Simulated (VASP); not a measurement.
Set up this calculation in VASP 6.6.1, as the native input.

| Item | Value |
| --- | --- |
| Task | relaxation of cell and atoms |
| Functional | revPBE |
| Dispersion | D3(BJ) |
| Potentials or basis | VASP PAW PBE potentials, release 64 (Lu, Be) |
| Cutoff | 600 eV |
| k mesh | 8 × 8 × 8 |
| Occupations | fermi-dirac, width 0.05 eV |
| Spin | no spin polarisation |
| Further INCAR settings | ALGO = Normal; EDIFF = 1e-06; IBRION = 2; EDIFFG = -0.01; NSW = 40; ISIF = 3 |

The structure of LuBe lies in POSCAR:

```
LuBe
1.0
    3.3203700000      0.0000000000      0.0000000000
    0.0000000000      3.3203700000      0.0000000000
    0.0000000000      0.0000000000      3.3203700000
Lu Be
1 1
Direct
    0.0000000000      0.0000000000      0.0000000000
    0.5000000000      0.5000000000      0.5000000000
```

The cell was built by a generator and needn't be a form met in nature.

The input as run:

INCAR

```
PREC = Accurate
ENCUT = 600
EDIFF = 1E-6
ISMEAR = -1
SIGMA = 0.05
LREAL = False
LASPH = True
NELM = 60
ALGO = Normal
ISIF = 3
LWAVE = False
LCHARG = False
GGA = RE
IVDW = 12
IBRION = 2
NSW = 40
EDIFFG = -0.01
```

KPOINTS

```
regular mesh
0
Gamma
  8 8 8
```

Potentials or basis: VASP PAW PBE potentials, release 64 (Lu, Be).

Command:

```console
$ cat potpaw_PBE.64/Lu/POTCAR potpaw_PBE.64/Be/POTCAR > POTCAR
$ mpirun -np 1 vasp_std > vasp.out
```

It gave:

The relaxed volume is 17.42 Å³/atom and the relaxed cell is a = 3.266 Å, b = 3.266 Å, c = 3.266 Å, α = 90.00°, β = 90.00°, γ = 90.00°. The space group after relaxing (to 0.05 Å) is Pm-3m (No. 221). The energy gained by relaxing is 9.4 meV/atom, the ionic steps are 3 and the pressure after relaxing is 0.0 GPa. The band gap on the k mesh is none (metal or under the smearing width). The dispersion energy per atom is -0.641 eV.

Caveat: the PAW data sets were made with another functional, which shifts forces and pressure a little; pairwise dispersion overbinds metals, which lowers pressure and volume.

It took 2.3 min on 1 thread of AMD EPYC 7571, with other jobs on the host, peak memory 0.17 GiB.
